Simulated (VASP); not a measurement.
Input:

```
CELL_PARAMETERS angstrom
      0.00000     2.96837     2.96837
      2.96837     0.00000     2.96837
      2.96837     2.96837     0.00000
ATOMIC_POSITIONS crystal
  Cd 0.00000 0.00000 0.00000
  S  0.25000 0.25000 0.25000
```

Method: PBE GGA, VASP's PBE PAW potentials (set 64) (plane waves; VASP 6.6.1). Settings: 520 eV cut-off, Gaussian smearing of 0.050 eV, potentials Cd S.

### Question
Predict the band gap (along the path) with the smallest direct gap where there is one.

### Answer

```
Item                                   Result
------------------------------------  -------
band gap (along the path)             1.03 eV
smallest direct gap (along the path)  1.03 eV
```

Total energies compare only between runs with the same potentials, cut-off and functional.

The compound is CdS in the zinc blende structure, a metastable form; wurtzite is the usual one. It was relaxed first, which changed the volume by +6 %.
